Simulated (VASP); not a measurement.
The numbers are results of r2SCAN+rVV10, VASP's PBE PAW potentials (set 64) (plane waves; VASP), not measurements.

A VASP calculation is set up with these files.

INCAR:
```
! general
SYSTEM  =Ti
PREC    =Accurate
ENCUT   =400
LREAL   =.FALSE.
LASPH   =.TRUE.

! electronic loop
EDIFF   =1E-7
NELM    =100
ALGO    =Normal
LMAXMIX =4
LMIXTAU =.TRUE.

! smearing
ISMEAR  =-5

! functional
METAGGA =R2SCAN
LUSE_VDW=.TRUE.
BPARAM  =11.95
CPARAM  =0.0093

! ions
ISIF    =2

! output
LWAVE   =.FALSE.
LCHARG  =.FALSE.
LORBIT  =11
NEDOS   =601
```

File KPOINTS:
```
Automatic mesh
0
Gamma
16 16 9
0 0 0
```

KPOINTS_OPT:
```
k-points along high-symmetry lines
6
Line-mode
Reciprocal
  0.000000   0.000000   0.000000 ! GAMMA
  0.500000   0.000000   0.000000 ! M

  0.500000   0.000000   0.000000 ! M
  0.333333   0.333333   0.000000 ! K

  0.333333   0.333333   0.000000 ! K
  0.000000   0.000000   0.000000 ! GAMMA

  0.000000   0.000000   0.000000 ! GAMMA
  0.000000   0.000000   0.500000 ! A

  0.000000   0.000000   0.500000 ! A
  0.500000   0.000000   0.500000 ! L

  0.500000   0.000000   0.500000 ! L
  0.333333   0.333333   0.500000 ! H

  0.333333   0.333333   0.500000 ! H
  0.000000   0.000000   0.500000 ! A

  0.500000   0.000000   0.500000 ! L
  0.500000   0.000000   0.000000 ! M

  0.333333   0.333333   0.500000 ! H
  0.333333   0.333333   0.000000 ! K
```

### POSCAR
```
Ti
1
    2.9271815011     0.0000000000     0.0000000000
   -1.4635907506     2.5350135989     0.0000000000
    0.0000000000     0.0000000000     4.6195118816
Ti
2
Direct
  0.3333330000   0.6666670000   0.2500000000
  0.6666670000   0.3333330000   0.7500000000
```

POTCAR, in this order: Ti_sv (PBE.64 set). Program: vasp_std.

What VASP printed:

### OSZICAR
```
       N       E                     dE             d eps       ncg     rms          rms(c)
DAV:   1     0.223179201679E+03    0.22318E+03   -0.12255E+04  4808   0.164E+03
DAV:   2    -0.369209712023E+01   -0.22687E+03   -0.22568E+03  4960   0.472E+02
DAV:   3    -0.328027873086E+02   -0.29111E+02   -0.28998E+02  9432   0.136E+02
DAV:   4    -0.340259191456E+02   -0.12231E+01   -0.12231E+01  4928   0.295E+01
DAV:   5    -0.340893379493E+02   -0.63419E-01   -0.63413E-01  7928   0.482E+00    0.147E+01
DAV:   6    -0.265237074732E+02    0.75656E+01   -0.21010E+01  6000   0.611E+01    0.198E+00
DAV:   7    -0.240605649707E+02    0.24631E+01   -0.30582E+00  7872   0.141E+01    0.247E+00
DAV:   8    -0.248410212162E+02   -0.78046E+00   -0.56173E-01  6328   0.493E+00    0.195E+00
DAV:   9    -0.253543429973E+02   -0.51332E+00   -0.64210E-01  4800   0.104E+01    0.182E+00
DAV:  10    -0.253313556630E+02    0.22987E-01   -0.24699E-01  5632   0.551E+00    0.368E-01
DAV:  11    -0.253370154516E+02   -0.56598E-02   -0.14969E-02  6560   0.105E+00    0.293E-01
DAV:  12    -0.253196833288E+02    0.17332E-01   -0.15253E-02  5776   0.108E+00    0.884E-02
DAV:  13    -0.253306438063E+02   -0.10960E-01   -0.36123E-03  5144   0.658E-01    0.489E-02
DAV:  14    -0.253305783843E+02    0.65422E-04   -0.47230E-04  6936   0.191E-01    0.289E-02
DAV:  15    -0.253314086771E+02   -0.83029E-03   -0.27689E-04  4952   0.177E-01    0.160E-02
DAV:  16    -0.253313056558E+02    0.10302E-03   -0.42999E-05  5792   0.655E-02    0.739E-03
DAV:  17    -0.253312819380E+02    0.23718E-04   -0.85280E-06  5664   0.316E-02    0.374E-03
DAV:  18    -0.253313069706E+02   -0.25033E-04   -0.17375E-06  5936   0.120E-02    0.229E-03
DAV:  19    -0.253312962287E+02    0.10742E-04   -0.17721E-07  3712   0.504E-03    0.173E-03
DAV:  20    -0.253312910689E+02    0.51598E-05   -0.84497E-08  3048   0.275E-03    0.111E-03
DAV:  21    -0.253312905284E+02    0.54046E-06   -0.33636E-08  2728   0.197E-03    0.875E-04
DAV:  22    -0.253312894719E+02    0.10565E-05   -0.24816E-08  2664   0.145E-03    0.567E-04
DAV:  23    -0.253312882958E+02    0.11761E-05   -0.38204E-08  2640   0.191E-03    0.146E-04
DAV:  24    -0.253312887780E+02   -0.48220E-06   -0.12213E-08  2680   0.111E-03    0.112E-04
DAV:  25    -0.253312887746E+02    0.33119E-08   -0.39714E-09  2576   0.616E-04
   1 F= -.25331289E+02 E0= -.25331289E+02  d E =0.000000E+00
       N       E                     dE             ncg
```

OUTCAR:
```
------------------------ aborting loop because EDIFF is reached ----------------------------------------
  FORCE on cell =-STRESS in cart. coord.  units (eV):
  Direction    XX          YY          ZZ          XY          YZ          ZX
  --------------------------------------------------------------------------------------
  Total       -0.0125450     -0.0125450      0.0506278      0.0000000      0.0000000      0.0000000
  in kB       -0.5863465     -0.5863465      2.3663197      0.0000000      0.0000000      0.0000000
  external PRESSURE =       0.3978755 kB  Pullay stress =       0.0000000 kB
  volume of cell :       34.28
      direct lattice vectors                 reciprocal lattice vectors
     2.927181501  0.000000000  0.000000000     0.341625553  0.197237601  0.000000000
    -1.463590751  2.535013599  0.000000000     0.000000000  0.394475201  0.000000000
     0.000000000  0.000000000  4.619511882     0.000000000  0.000000000  0.216473088
 POSITION                                       TOTAL-FORCE (eV/Angst)
 -----------------------------------------------------------------------------------
     -0.00000      1.69001      1.15488        -0.000000      0.000000      0.000000
      1.46359      0.84500      3.46463         0.000000     -0.000000      0.000000
 -----------------------------------------------------------------------------------
    total drift:                               -0.002321      0.001340     -0.000673
  FREE ENERGIE OF THE ION-ELECTRON SYSTEM (eV)
  ---------------------------------------------------
  free  energy   TOTEN  =       -25.3312887746 eV

  energy  without entropy=      -25.3312887746  energy(sigma->0) =      -25.33128877

 total charge

# of ion       s       p       d       tot
------------------------------------------
    1        2.248   6.141   1.838  10.227
    2        2.248   6.141   1.838  10.227
--------------------------------------------------
tot          4.496  12.282   3.677  20.455
```
(Selected blocks of OUTCAR.)

For a metal the tetrahedron method with Blöchl corrections gives inexact stress and forces.

The structure comes from a measured Ti entry (P6_3/mmc) of the Crystallography Open Database, whose conditions weren't checked. It was relaxed first.
